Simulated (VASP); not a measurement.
These are r2SCAN meta-GGA, VASP's PBE PAW potentials (set 64) (plane waves; VASP 6.6.1) values and carry that method's errors.

VASP input:

**KPOINTS**
```
Automatic
0
gamma
14 14 14
0 0 0
```

### POSCAR
```
In
1
   -1.6022342061     1.6022342061     2.4795282445
    1.6022342061    -1.6022342061     2.4795282445
    1.6022342061     1.6022342061    -2.4795282445
In
1
Direct
  0.0000000000   1.0000000000   1.0000000000
```

**INCAR**
```
ALGO = Normal
EDIFF = 1E-7
ENCUT = 480
ISIF = 2
ISMEAR = 1
LASPH = .TRUE.
LCHARG = .FALSE.
LMAXMIX = 4
LMIXTAU = .TRUE.
LREAL = .FALSE.
LWAVE = .FALSE.
METAGGA = R2SCAN
NELM = 100
PREC = Accurate
SIGMA = 0.1
SYSTEM = In
```

POTCAR, in this order: In_d (PBE.64 set). Program: vasp_std.

Output

OSZICAR:
```
       N       E                     dE             d eps       ncg     rms          rms(c)
DAV:   1     0.492538670940E+02    0.49254E+02   -0.64054E+03  4900   0.160E+03
DAV:   2    -0.223360998457E+02   -0.71590E+02   -0.70524E+02  4970   0.290E+02
DAV:   3    -0.249961183355E+02   -0.26600E+01   -0.26516E+01  5660   0.657E+01
DAV:   4    -0.250591123787E+02   -0.62994E-01   -0.62976E-01  6466   0.100E+01
DAV:   5    -0.250617378688E+02   -0.26255E-02   -0.26254E-02  6086   0.158E+00    0.382E+00
DAV:   6    -0.224207820659E+02    0.26410E+01   -0.16047E+00  5432   0.322E+01    0.148E+00
DAV:   7    -0.225477308460E+02   -0.12695E+00   -0.18770E-01  5060   0.941E+00    0.129E+00
DAV:   8    -0.225322135236E+02    0.15517E-01   -0.98454E-02  4996   0.336E+00    0.243E-01
DAV:   9    -0.225711575058E+02   -0.38944E-01   -0.33912E-02  4938   0.198E+00    0.185E-01
DAV:  10    -0.225679604949E+02    0.31970E-02   -0.21595E-03  5476   0.759E-01    0.103E-01
DAV:  11    -0.225716239848E+02   -0.36635E-02   -0.29958E-03  4988   0.782E-01    0.134E-01
DAV:  12    -0.225720457310E+02   -0.42175E-03   -0.52064E-04  5522   0.441E-01    0.207E-02
DAV:  13    -0.225722158657E+02   -0.17013E-03   -0.16037E-04  5094   0.183E-01    0.233E-02
DAV:  14    -0.225722128040E+02    0.30617E-05   -0.20527E-05  5558   0.608E-02    0.421E-02
DAV:  15    -0.225722107863E+02    0.20176E-05   -0.19625E-06  5288   0.156E-02    0.383E-02
DAV:  16    -0.225722237280E+02   -0.12942E-04   -0.48170E-06  5006   0.243E-02    0.185E-02
DAV:  17    -0.225722256965E+02   -0.19686E-05   -0.22443E-06  5296   0.156E-02    0.594E-03
DAV:  18    -0.225722258513E+02   -0.15476E-06   -0.11599E-07  5236   0.499E-03    0.744E-03
DAV:  19    -0.225722260458E+02   -0.19454E-06   -0.45010E-08  3032   0.286E-03    0.766E-03
DAV:  20    -0.225722259684E+02    0.77420E-07   -0.17347E-07  4392   0.867E-03
   1 F= -.22572226E+02 E0= -.22572215E+02  d E =-.330110E-04
```

**OUTCAR**
```
------------------------ aborting loop because EDIFF is reached ----------------------------------------
  FORCE on cell =-STRESS in cart. coord.  units (eV):
  Direction    XX          YY          ZZ          XY          YZ          ZX
  --------------------------------------------------------------------------------------
  Total        0.2410685      0.2410685      0.2204439      0.0000000     -0.0000000      0.0000000
  in kB       15.1694548     15.1694548     13.8716355      0.0000000     -0.0000000      0.0000000
  external PRESSURE =      14.7368483 kB  Pullay stress =       0.0000000 kB
  volume of cell :       25.46
      direct lattice vectors                 reciprocal lattice vectors
    -1.602234206  1.602234206  2.479528244     0.000000000  0.312064240  0.201651262
     1.602234206 -1.602234206  2.479528244     0.312064240  0.000000000  0.201651262
     1.602234206  1.602234206 -2.479528244     0.312064240  0.312064240  0.000000000
 POSITION                                       TOTAL-FORCE (eV/Angst)
 -----------------------------------------------------------------------------------
      0.00000      0.00000      0.00000        -0.000000      0.000000      0.000000
 -----------------------------------------------------------------------------------
    total drift:                               -0.000000      0.000000      0.000000
  FREE ENERGIE OF THE ION-ELECTRON SYSTEM (eV)
  ---------------------------------------------------
  free  energy   TOTEN  =       -22.5722259684 eV

  energy  without entropy=      -22.5721929574  energy(sigma->0) =      -22.57221496
```
(Selected blocks of OUTCAR.)

The compound is In in the bct structure. This cell was strained or had an atom moved on purpose.
